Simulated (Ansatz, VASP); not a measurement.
# Cross-check of SiC (Moissanite 3C) between VASP and Ansatz

Wanted: the spread between two codes on one cell, functional and k mesh. The cell is taken from a series of runs on this material, whose earlier steps may have relaxed, scaled, displaced or heated it; both programs get it as it stands.

Program: Ansatz 0.2.0. Level of theory: plane waves, with VASP 6.6.1 beside it; zone-centre phonons at PBE. Results are calculated unless marked as measured.

### Step 1. Starting point

Symmetry: F-43m, No. 216, cubic system. Conventional cell: a = 4.335 Å, b = 4.335 Å, c = 4.335 Å, α = 90.00°, β = 90.00°, γ = 90.00°. Nearest to Si lie 4 C at 1.88 Å. Nearest to C lie 4 Si at 1.88 Å. Farther neighbours are not listed.

### Step 2. Ansatz: zone-centre phonons, PBE

Ansatz runs on its default PAW (the set named soft_2) files.

Second derivatives magnify differences that forces hide, and they need a tight electronic threshold.

File input.yaml:

```yaml
crystal:
  lattice:
    - [0.0, 2.1677462031, 2.1677462031]
    - [2.1677462031, 0.0, 2.1677462031]
    - [2.1677462031, 2.1677462031, 0.0]
  atoms:
    - { symbol: Si, position: [0.0, 0.0, 0.0] }
    - { symbol: C, position: [0.25, 0.25, 0.25] }
kpoints:
  mp_grid: { grid: [12, 12, 12] }
hamiltonian:
  xc: pbe
scf:
  occupations: { method: fixed }
output:
  eigenvalues: true
phonons:
  method: dfpt
  dielectric: true
  rigid_motions: translations
  qmesh: [4, 4, 4]
  temperatures: { t_max: 1000, t_step: 50 }
  qpath:
    path:
      - [[0.0, 0.0, 0.0], [-0.5, -0.5, 0.0], [-0.375, -0.375, 0.25]]
      - [[-0.375, 0.0, 0.375], [0.0, 0.0, 0.0], [0.0, 0.0, 0.5], [-0.5, -0.25, 0.25], [-0.5, -0.5, 0.0]]
    npoints: 10
```

Command:

```console
> ansatz run input.yaml --threads 2 --pin off --max-ram 5120MiB --backend cpu --events-out ev --progress --plain --runs-dir out
```

Numbers of over 12 decimals in the logs are rounded to 6 here.

What it wrote:

```text
Warning: phonons: the dynamical matrix that this run interpolates holds no multipole term above the dipole-dipole one, and a site of this crystal is no centre of inversion, so its interpolated transverse optical and acoustic branches and sound speeds can stay off near Gamma, and the density of states and the thermodynamics with them. What a run solves at a wave vector of phonons.qpoints, Gamma apart, where the deck admits one, is free of this, and under fd what a larger phonons.supercell samples
Engine: ansatz 0.2.0, aarch64-unknown-linux-gnu
Pseudopotentials: kind: paw
Pseudopotential: Si, paw, valence charge 4, recommended cutoff 420 eV (normal), Si.paw.azcp
Pseudopotential: C, paw, valence charge 4, recommended cutoff 420 eV (normal), C.paw.azcp
Functional definition: PBE
  parameter kappa = 0.804
  parameter beta = 0.066725
  exchange = pbe_x(kappa = kappa, mu = beta*pi^2/3)
  correlation = pbe_c(beta = beta)
Crystal: 2 atoms, lattice volume = 20.373 Å³
Basis set: ecut = 420 eV, 411 PW (Γ), exchange–correlation on 48×48×48 points (8 copies of the dense FFT grid, shifted against one another)
Bands: 8, of which v1, the nominal top of the filled ones, is band 4 counted from 1 (3 counted from 0)
Symmetry: 24 space group operations
k-points: 280 of 1728 (irreducible under 4 space group operations, time reversal used)
Non-local potential: Si, projectors of the file, l = 0: 2, l = 1: 2, l = 2: 2
Non-local potential: C, projectors of the file, l = 0: 2, l = 1: 2, l = 2: 1
PAW form: soft (Blöchl's): semilocal exchange-correlation on the pseudo side does not see the compensation charge
PAW one-centre angular grid: Si, 110 points (default); XC on 64 Gauss nodes
PAW one-centre angular grid: C, 110 points (default); XC on 64 Gauss nodes
Initial density: superposition of atomic densities (neutral atoms: chi_scale 0, normalization atom), corrected by the library's trained network
Initial wavefunctions: pseudopotential atomic-orbital guess
Functional: x = pbe(κ = 0.804, μ = 0.219515), c = pbe(β = 0.066725)
SCF iter   1: F=—  HF=-887.147032 eV  |F-HF|=—  |Δ(HF+E_count)|=         —  Δρ=2.12e-3  dr2=9.00e-4  ethr=1.77e-3  ⟨swp⟩=4.8  Hψ=15807  notcnv=0  defer=463
preconditioner: auto → none  [insulator: Δε(μ)=1.324 eV  Ē_g=14.183 eV  n_scr=0 (ndim 8)  ℏωp=23.3 eV  f_vac=0.000  ε∞_Penn≈3.7]
SCF iter   2: F=—  HF=-887.147031 eV  |F-HF|=—  |Δ(HF+E_count)|=   1.18e-6  Δρ=7.90e-4  dr2=7.22e-5  ethr=1.13e-5  ⟨swp⟩=2.5  Hψ=5879  notcnv=0  defer=548
SCF iter   3: F=—  HF=-887.147045 eV  |F-HF|=—  |Δ(HF+E_count)|=   1.41e-5  Δρ=3.55e-4  dr2=6.12e-6  ethr=9.02e-7  ⟨swp⟩=2.7  Hψ=3347  notcnv=0  defer=366
SCF iter   4: F=—  HF=-887.147069 eV  |F-HF|=—  |Δ(HF+E_count)|=   2.48e-5  Δρ=3.84e-5  dr2=2.34e-7  ethr=7.66e-8  ⟨swp⟩=2.1  Hψ=3416  notcnv=0  defer=43
SCF iter   5: F=—  HF=-887.147069 eV  |F-HF|=—  |Δ(HF+E_count)|=   2.71e-7  Δρ=2.80e-6  dr2=8.96e-10  ethr=2.93e-9  ⟨swp⟩=2.1  Hψ=3336  notcnv=0
SCF iter   6: F=-887.147069 eV  HF=-887.147069 eV  |F-HF|=3.72e-11  |Δ(HF+E_count)|=   1.47e-9  Δρ=3.55e-7  dr2=1.28e-11  ethr=1.25e-12  ⟨swp⟩=7.0  Hψ=12842  notcnv=0
SCF 1 converged in 6 iterations: F = -887.147069 eV  dr2 = 1.28e-11
  greatest PAW one-centre occupation: 0.647 electrons in one spin orbital (limit 2), on the C atom at site 1 (counted from 0), in its partial waves of l = 0
NSCF: frozen V_eff on 1 k-points
DFPT response loops at Γ: preconditioner auto → none (the input reference at scf.mixing.eps_inf says where Resta's filter doesn't serve); β = 0.50; Broyden in place of MSR1
── the response to a field inside a basis, on 12×12×12 k-points: an SCF that follows is theirs, and a resumed run solves both again ──
Bands: 5, of which v1, the nominal top of the filled ones, is band 4 counted from 1 (3 counted from 0)
k-points: 182 of 1728 (irreducible under 6 space group operations, time reversal used)
Initial density: handed on by an earlier stage of this run
Initial wavefunctions: pseudopotential atomic-orbital guess (no wavefunctions were taken with the density)
Eigensolver: Dense (182 Hₖ)
SCF iter   1: F=—  HF=-887.148205 eV  |F-HF|=—  |Δ(HF+E_count)|=         —  Δρ=3.80e-4  dr2=4.45e-6  ethr=1.00e-1
preconditioner: auto → none  [insulator: Δε(μ)=1.507 eV  Ē_g=10.783 eV  n_scr=0 (ndim 8)  ℏωp=23.3 eV  f_vac=0.000  ε∞_Penn≈5.7]
SCF iter   2: F=—  HF=-887.148211 eV  |F-HF|=—  |Δ(HF+E_count)|=   5.34e-6  Δρ=1.89e-4  dr2=1.05e-6  ethr=5.57e-8
SCF iter   3: F=—  HF=-887.148213 eV  |F-HF|=—  |Δ(HF+E_count)|=   2.05e-6  Δρ=4.32e-5  dr2=2.01e-7  ethr=1.31e-8
SCF iter   4: F=-887.148213 eV  HF=-887.148213 eV  |F-HF|=4.91e-10  |Δ(HF+E_count)|=   9.00e-9  Δρ=3.59e-6  dr2=8.77e-10  ethr=2.51e-9
SCF 1 converged in 4 iterations: F = -887.148213 eV  dr2 = 8.77e-10
DFPT response loops at Γ: mixed as the last ones told, above
NSCF: frozen V_eff on 72 k-points
NSCF: frozen V_eff on 1872 k-points
DFPT response loops at q = (0, 0, 0.25) (fractional): mixed as the last ones told, above
NSCF: frozen V_eff on 952 k-points
[...]
Internal energy: -887.147069 eV  (E = F + TS)
E sigma→0 (E₀):  -887.147069 eV
Fermi energy:    9.676042 eV
--- Per-component energies (eV) ---
  E_band       = 29.943493
  E_kinetic    = 136.571958
  E_local      = -103.463156  (includes V_loc(G=0)·N_el)
  E_nonlocal   = 52.050158
  E_hartree    = 31.904818
  E_xc         = -105.783172
  E_vxc        = -109.733966  (∫ρ·V_xc dr)
  E_paw        = -612.165463  (= ΣΔE_a)
  E_vpaw       = -9.291139  (= ΣTr[D̂ρ^β])
  E_aug_tail   = 0.000015  (compensation charges beyond the density's cutoff)
  E_ewald      = -286.262228
  E_smearing   = -0.000000  (= −TS)
  E_closure    = -0.000000  (closes the sum)
  Σ components = -887.147069   (vs F -887.147069, Δ=0.00e0)
--- Band table (eV; the first three rows and the last of 280) ---
  k-point 0: bands = ["-5.8503", "9.6760", "9.6760", "9.6760", "16.0712", "17.0945", "17.0945", "17.0945"]
  k-point 1: bands = ["-5.7127", "8.9486", "9.5811", "9.5811", "16.2992", "17.2585", "17.2718", "17.2718"]
  k-point 2: bands = ["-5.3042", "7.2952", "9.3457", "9.3457", "16.1526", "17.6134", "17.6134", "18.1656"]
  k-point 279: bands = ["-0.5191", "2.6316", "4.6184", "4.9317", "14.9060", "19.2408", "19.3014", "19.5179"]
--- Phonons (Γ-DFPT): 2 representative perturbations + reference, on 280 of 1728 k-points (Σ response iterations 6) ---
  k mesh reduced under 4 symmetry operations, with k and −k counted as one. Each operation leaves every solved perturbation unchanged. A smaller set is not considered because the run solves the response to a homogeneous field
  ASR residual: 1.245e-4 → 0.000e0 eV/Å²; symmetrization residual: 3.098e-7 eV/Å²
  ASR residual per site (eV/Å²): 3.33e-5 1.24e-4
  Γ frequencies (cm⁻¹): 0.00 0.00 0.00 801.89 801.89 801.89
  ε∞ (high-frequency dielectric tensor):
        6.920458     0.000000     0.000000
        0.000000     6.920458     0.000000
        0.000000     0.000000     6.920458
  ε⁰ (static dielectric tensor: ions relaxed, cell fixed):
       10.233815    -0.000000     0.000000
       -0.000000    10.233815     0.000000
        0.000000     0.000000    10.233815
  ε⁰ − ε∞ (ionic part):
        3.313357    -0.000000    -0.000000
       -0.000000     3.313357    -0.000000
       -0.000000    -0.000000     3.313357
  softest optical mode at Γ: 801.89 cm⁻¹; the repairs (sum rule, projections) moved no ω² at Γ by more than (1.69 cm⁻¹)²
  Born effective charges Z* (e; rows j = field, columns β = displacement):
    site 0:
         2.72422   -0.00000   -0.00000
        -0.00000    2.72422    0.00000
         0.00000    0.00000    2.72422
    site 1:
        -2.72422    0.00000    0.00000
         0.00000   -2.72422   -0.00000
        -0.00000   -0.00000   -2.72422
  Z* charge neutrality: 1.162e-3 e pre-enforcement
  solved inside a basis spanned on kpoints, on 12×12×12 k-points, its susceptibility summed on 16×16×16: ε∞ is read to err by 2.0e-2, Z* by 9.8e-3 e (field_mesh: kpoints solves on kpoints); Z* is corrected for what the basis lacks
  optical modes at Γ without the LO–TO term, one row a degenerate level:
      ω (cm⁻¹)  modes    IR ((D/Å)²/amu)
        801.89      3            61.0543
  optical modes at Γ + LO–TO along q̂ = [1.0000, 0.0000, 0.0000]:
      ω (cm⁻¹)  modes    IR ((D/Å)²/amu)
        801.89      2            40.7029
        975.14      1            20.3514
  optical modes at Γ + LO–TO along q̂ = [0.0000, 1.0000, 0.0000]:
      ω (cm⁻¹)  modes    IR ((D/Å)²/amu)
        801.89      2            40.7029
        975.14      1            20.3514
  optical modes at Γ + LO–TO along q̂ = [0.0000, 0.0000, 1.0000]:
      ω (cm⁻¹)  modes    IR ((D/Å)²/amu)
        801.89      2            40.7029
        975.14      1            20.3514
--- Phonons (arbitrary-q DFPT): 8 irreducible q on the 4×4×4 mesh ---
  q = [0.0000, 0.0000, 0.0000] (star 1, of the zone-centre solve; hermiticity 3.11e-8, symmetrization 8.93e-16): 0.00 0.00 0.00 801.89 801.89 801.89
  q = [0.0000, 0.0000, 0.2500] (star 8, 2 solved perturbations on 936 of 1728 k-point pairs; hermiticity 1.71e-8, symmetrization 7.64e-15): 195.06 195.06 408.99 788.69 788.69 926.82
  q = [0.0000, 0.0000, -0.5000] (star 4, 2 solved perturbations on 476 of 1728 k-point pairs; hermiticity 1.70e-8, symmetrization 5.59e-15): 257.51 257.51 617.85 777.66 777.66 842.32
  q = [0.0000, 0.2500, 0.2500] (star 6, 4 solved perturbations in 1608 linear systems a pass and spin channel, the states on 510 of 1728 k-point pairs; hermiticity 1.39e-8, symmetrization 4.67e-15): 274.16 274.16 405.15 787.40 787.40 930.34
  q = [0.0000, 0.2500, -0.5000] (star 24, 4 solved perturbations in 5328 linear systems a pass and spin channel, the states on 1728 of 1728 k-point pairs; hermiticity 9.77e-9, symmetrization 3.21e-15): 324.95 402.74 546.57 774.41 781.08 866.35
  q = [0.0000, 0.2500, -0.2500] (star 12, 4 solved perturbations in 2892 linear systems a pass and spin channel, the states on 936 of 1728 k-point pairs; hermiticity 1.27e-8, symmetrization 9.48e-15): 285.80 396.73 492.00 770.49 791.78 883.83
  q = [0.0000, -0.5000, -0.5000] (star 3, 4 solved perturbations in 886 linear systems a pass and spin channel, the states on 280 of 1728 k-point pairs; hermiticity 7.34e-9, symmetrization 4.63e-15): 361.37 361.37 637.90 774.45 774.45 832.29
  q = [0.2500, -0.5000, -0.2500] (star 6, 4 solved perturbations in 1544 linear systems a pass and spin channel, the states on 510 of 1728 k-point pairs; hermiticity 4.42e-9, symmetrization 5.16e-15): 399.00 458.62 541.75 747.59 785.16 864.41
  sum rule: each row above includes the acoustic sum rule's correction from the zone centre's row sums; it moved no ω² by more than (1.68 cm⁻¹)²
  mesh force constants: q→R imaginary residual 1.27e-18; ASR residual 1.245e-4 → 0.000e0 eV/Å²; symmetrization residual 2.132e-14 eV/Å²
  interpolated dispersion: 63 rows × 6 modes
  density of states and harmonic sums: on the 24×24×24 q-mesh, interpolated from the force constants of a 4×4×4 supercell (with the dipole–dipole term)
  largest difference from the sums on the solved wave vectors: F 6.75e-3 eV, S 1.08e-5 and C_V 3.96e-6 eV/K
  zero-point energy: 0.223150 eV/cell   skipped modes (ω ≤ 0): 3   left out of the sums: 3.62e-5 of the cell's modes: C_V's classical limit lies that fraction below 3 k_B per atom; for a crystal, a wire or a layer, F and S can be off by more, and a phonons.interpolated_qmesh denser along its periods is the remedy for the sampling
[key lines of the parts left out:]
SCF converged after 6 iterations
Free energy (F): -887.147069 eV
```

[end of part 1 of 2]

[Lines on the potential files, build, host, timing and source positions are cut from VASP's logs without a mark.]

[Logs are printed without paths, hosts, clocks, repeated set-up lines and the standing remarks that a program may print on its own settings, such as how far it seeks lower states.]

[Hosts, paths, dates, database ids (printed as entryN), source tags and the programs' standing remarks are cut or masked in the printed files.]
